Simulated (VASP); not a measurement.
An input for Ansatz (written as the equivalent of a VASP run, and not itself run):

Ansatz 0.2 input:
```yaml
crystal:
  lattice:
    - [5.0319656, 2.5097812, 2.5097812]
    - [2.5097812, 5.0319656, 2.5097812]
    - [2.5097812, 2.5097812, 5.0319656]
  atoms:
    - { symbol: Mn, position: [0.0000000, 0.0000000, 0.0000000], spin: 4 }
    - { symbol: Mn, position: [0.5000000, 0.5000000, 0.5000000], spin: -4 }
    - { symbol: S, position: [0.2500000, 0.2500000, 0.2500000] }
    - { symbol: S, position: [0.7500000, 0.7500000, 0.7500000] }
kpoints:
  mp_grid: { grid: [8, 8, 8] }
hamiltonian:
  xc: pbesol
  pseudopotentials: { kind: paw }
magnetization: { spin_polarized: true }
scf:
  occupations: { method: tetrahedron }
  max_iter: 100
output: { forces: true, stress: true, eigenvalues: true }
```

Write the VASP files for the same calculation (PBEsol).

This is not unique; one that fits is 
### POSCAR
```
MnS
1
    5.0319655988     2.5097811639     2.5097811639
    2.5097811639     5.0319655988     2.5097811639
    2.5097811639     2.5097811639     5.0319655988
Mn S
2 2
Direct
  0.0000000000   0.0000000000   0.0000000000
  0.5000000000   0.5000000000   0.5000000000
  0.2500000000   0.2500000000   0.2500000000
  0.7500000000   0.7500000000   0.7500000000
```

### INCAR
```
ALGO = Normal
EDIFF = 1E-7
ENCUT = 520
GGA = PS
ISIF = 2
ISMEAR = -5
ISPIN = 2
LASPH = .True.
LCHARG = .True.
LMAXMIX = 4
LORBIT = 11
LREAL = .False.
LWAVE = .False.
MAGMOM = 4.0 -4.0 0.0 0.0
NEDOS = 601
NELM = 100
PREC = Accurate
SYSTEM = MnS
```

### KPOINTS
```
Automatic mesh
0
Gamma
8 8 8
0 0 0
```

POTCAR, in this order: Mn_pv S (PBE.64 set). Program: vasp_std.

The two are equivalent in intent, not identical: each code has its own PAW files, so the cut-off isn't converted (ENCUT is set for VASP's; basis.ecutwfc is left out, and Ansatz then takes the one that its files recommend); Ansatz stops its SCF on the density residual and VASP on the energy change (EDIFF).

The compound is MnS in the rock salt, AFM-II order structure. It was relaxed first, which changed the volume by -10 %.
